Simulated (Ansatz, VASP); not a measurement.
# Si55H20Cl2O9 (dichlorosilane on HO:Si(111)): VASP beside Ansatz

One calculation is typed for both programs; each brings its own data sets. How far apart do they land? The cell is taken from a series of runs on this material, whose earlier steps may have relaxed, scaled, displaced or heated it; both programs get it as it stands.

Main program and level: Ansatz 0.2.0; plane waves, with VASP 6.6.1 beside it; single point at PBE with D3(BJ).

### Step 1. Starting point

The cell holds 86 atoms: 55 Si, 20 H, 9 O and 2 Cl. Its edges and angles: a = 11.604 Å, b = 11.604 Å, c = 26.701 Å, α = 90.0°, β = 90.0°, γ = 120.0°. It derives from Si (HO:Si(111)). As first built, before any earlier steps moved the atoms (in the runner's words): diamond Si(111), 3 x 3 cells, three bilayers, OH on the upper face and H on the lower (lattice constants typed as starting values near PBE's), lower atoms held; one whole molecule of dichlorosilane lowered over an O-H group, eased by MACE. Vacuum lies along c.

### Step 2. VASP: single point, PBE with D3(BJ)

With cell and atoms fixed, the geometry can't cause a difference; cores, projectors, grids and the points listed under the comparison can.

Lines of VASP's logs that name or quote its potential files are left out, and so is its time.

INCAR

```
SYSTEM = Si55H20Cl2O9
PREC = Accurate
ENCUT = 520
EDIFF = 1E-06
NELM = 120
ISMEAR = -1
SIGMA = 0.025
LREAL = Auto
ALGO = Normal
GGA = PE
IVDW = 12
NBANDS = 216
LORBIT = 11
LWAVE = .FALSE.
LCHARG = .FALSE.
ISIF = 2
LASPH = .TRUE.
GGA_COMPAT = .FALSE.
EFERMI = MIDGAP
KPAR = 4
```

POSCAR

```
Si55H20Cl2O9
1.0
   11.6036200000      0.0000000000      0.0000000000
   -5.8018100000     10.0490300000      0.0000000000
    0.0000000000      0.0000000000     26.7011300000
Si H O Cl
55 20 9 2
Direct
    0.0000000000      0.0000000000      0.0928800000
    0.2222200000      0.1111100000      0.1224500000
    0.2232200000      0.1109000000      0.2097500000
    0.1116300000      0.2222700000      0.2363800000
    0.1117800000      0.2210200000      0.3234700000
    0.0004100000      0.9995700000      0.3525600000
    0.0000000000      0.3333300000      0.0928800000
    0.2222200000      0.4444400000      0.1224500000
    0.2229000000      0.4450600000      0.2096500000
    0.1104100000      0.5550100000      0.2375100000
    0.1108200000      0.5536600000      0.3250700000
    0.0014700000      0.3305700000      0.3530000000
    0.0000000000      0.6666700000      0.0928800000
    0.2222200000      0.7777800000      0.1224500000
    0.2219900000      0.7777200000      0.2098300000
    0.1114500000      0.8889800000      0.2385700000
    0.1129100000      0.8885600000      0.3267100000
    0.0028400000      0.6656800000      0.3549000000
    0.3333300000      0.0000000000      0.0928800000
    0.5555600000      0.1111100000      0.1224500000
    0.5555400000      0.1108900000      0.2097800000
    0.4454700000      0.2227800000      0.2383400000
    0.4469600000      0.2225000000      0.3263100000
    0.3363300000      0.0001000000      0.3545000000
    0.3333300000      0.3333300000      0.0928800000
    0.5555600000      0.4444400000      0.1224500000
    0.5558500000      0.4451300000      0.2102400000
    0.4442000000      0.5553400000      0.2392600000
    0.4444100000      0.5543200000      0.3277800000
    0.3316600000      0.3291400000      0.3537400000
    0.3333300000      0.6666700000      0.0928800000
    0.5555600000      0.7777800000      0.1224500000
    0.5543600000      0.7767300000      0.2096000000
    0.4442500000      0.8886400000      0.2380300000
    0.4445300000      0.8869800000      0.3259000000
    0.3317700000      0.6647000000      0.3547700000
    0.6666700000      0.0000000000      0.0928800000
    0.8888900000      0.1111100000      0.1224500000
    0.8895500000      0.1122200000      0.2089200000
    0.7777200000      0.2215400000      0.2377400000
    0.7783500000      0.2201100000      0.3254900000
    0.6687800000      0.9955900000      0.3520700000
    0.6666700000      0.3333300000      0.0928800000
    0.8888900000      0.4444400000      0.1224500000
    0.8876400000      0.4443500000      0.2101000000
    0.7772500000      0.5557900000      0.2399400000
    0.7781400000      0.5560800000      0.3289200000
    0.6695400000      0.3312600000      0.3551500000
    0.6666700000      0.6666700000      0.0928800000
    0.8888900000      0.7777800000      0.1224500000
    0.8896800000      0.7768200000      0.2096600000
    0.7784500000      0.8893100000      0.2346100000
    0.7809900000      0.8897300000      0.3209200000
    0.6692100000      0.6730400000      0.3534600000
    0.5796900000      0.5765800000      0.5058200000
    0.0000000000      0.0000000000      0.0374500000
    0.9583600000      0.0415300000      0.4312100000
    0.0000000000      0.3333300000      0.0374500000
    0.9669700000      0.3578600000      0.4348300000
    0.0000000000      0.6666700000      0.0374500000
    0.9737900000      0.6944600000      0.4375900000
    0.3333300000      0.0000000000      0.0374500000
    0.3170100000      0.0495600000      0.4351000000
    0.3333300000      0.3333300000      0.0374500000
    0.2606000000      0.3287200000      0.4329200000
    0.3333300000      0.6666700000      0.0374500000
    0.2739900000      0.6887200000      0.4332700000
    0.6666700000      0.0000000000      0.0374500000
    0.6304000000      0.0033700000      0.4357100000
    0.6666700000      0.3333300000      0.0374500000
    0.6744900000      0.3784800000      0.4394100000
    0.6666700000      0.6666700000      0.0374500000
    0.6822100000      0.7847800000      0.4238100000
    0.4828100000      0.5024900000      0.4660000000
    0.6322000000      0.7213300000      0.5105900000
    0.9993300000      0.9950300000      0.4156800000
    0.0111800000      0.3195000000      0.4159000000
    0.0169300000      0.6567600000      0.4175700000
    0.3457500000      0.9950700000      0.4174000000
    0.3242200000      0.3098100000      0.4166100000
    0.3314000000      0.6599700000      0.4178600000
    0.6803800000      0.9754200000      0.4146800000
    0.6823600000      0.3159800000      0.4171800000
    0.6819200000      0.7021600000      0.4161300000
    0.4856900000      0.4941100000      0.5731800000
    0.7393000000      0.5417300000      0.5012400000
```

KPOINTS

```
Automatic mesh
0
Gamma
2 2 1
0 0 0
```

The projector-augmented-wave data sets are Si, H, O and Cl (PBE family, release 64).

The run is started by

```bash
mpirun -np 8 vasp_std
```

Numbers of over 12 decimals in the logs are rounded to 6 here.

Log:

```text
[banner, memory and clock lines left out]
running    8 mpi-ranks, on    1 nodes
[...]
|                                                                             |
|           W    W    AA    RRRRR   N    N  II  N    N   GGGG   !!!           |
|           W    W   A  A   R    R  NN   N  II  NN   N  G    G  !!!           |
|           W    W  A    A  R    R  N N  N  II  N N  N  G       !!!           |
|           W WW W  AAAAAA  RRRRR   N  N N  II  N  N N  G  GGG   !            |
|           WW  WW  A    A  R   R   N   NN  II  N   NN  G    G                |
|           W    W  A    A  R    R  N    N  II  N    N   GGGG   !!!           |
|                                                                             |
|     For optimal performance we recommend to set                             |
|       NCORE = 2 up to number-of-cores-per-socket                            |
|     NCORE specifies how many cores store one orbital (NPAR=cpu/NCORE).      |
|     This setting can greatly improve the performance of VASP for DFT.       |
|     The default, NCORE=1 might be grossly inefficient on modern             |
|     multi-core architectures or massively parallel machines. Do your        |
|     Unfortunately you need to use the default for GW and RPA                |
|     calculations (for HF NCORE is supported but not extensively tested      |
|     yet).                                                                   |
|                                                                             |

 LDA part: xc-table for (Slater+PW92), standard interpolation
 POSCAR, INCAR and KPOINTS ok, starting setup
[...]
entering main loop
       N       E                     dE             d eps       ncg     rms          rms(c)
DAV:   1     0.182638505821E+04    0.18264E+04   -0.10691E+05  1728   0.108E+03
DAV:   2    -0.146767221183E+03   -0.19732E+04   -0.18807E+04  2352   0.216E+02
DAV:   3    -0.451290909563E+03   -0.30452E+03   -0.30094E+03  2144   0.840E+01
DAV:   4    -0.465399633328E+03   -0.14109E+02   -0.14040E+02  2272   0.205E+01
[...]
DAV:  33    -0.442573198095E+03   -0.34369E-05   -0.79616E-08  1440   0.664E-04    0.749E-04
DAV:  34    -0.442573199226E+03   -0.11310E-05    0.32439E-08  1312   0.489E-04    0.497E-04
DAV:  35    -0.442573199974E+03   -0.74803E-06   -0.67431E-08  1344   0.930E-04
   1 F= -.45791215E+03 E0= -.45791215E+03  d E =-.131655E-07
```

From OUTCAR (step 2):

```text
  FREE ENERGIE OF THE ION-ELECTRON SYSTEM (eV)
  ---------------------------------------------------
  free  energy   TOTEN  =      -457.9121469329 eV

  energy  without entropy=     -457.9121469198  energy(sigma->0) =     -457.91214693
```

(Continued in part 2 of 2.)

[Lines on the potential files, build, host, timing and source positions are cut from VASP's logs without a mark.]

[Logs are printed without paths, hosts, clocks, repeated set-up lines and the standing remarks that a program may print on its own settings, such as how far it seeks lower states.]

[Hosts, paths, dates, database ids (printed as entryN), source tags and the programs' standing remarks are cut or masked in the printed files.]
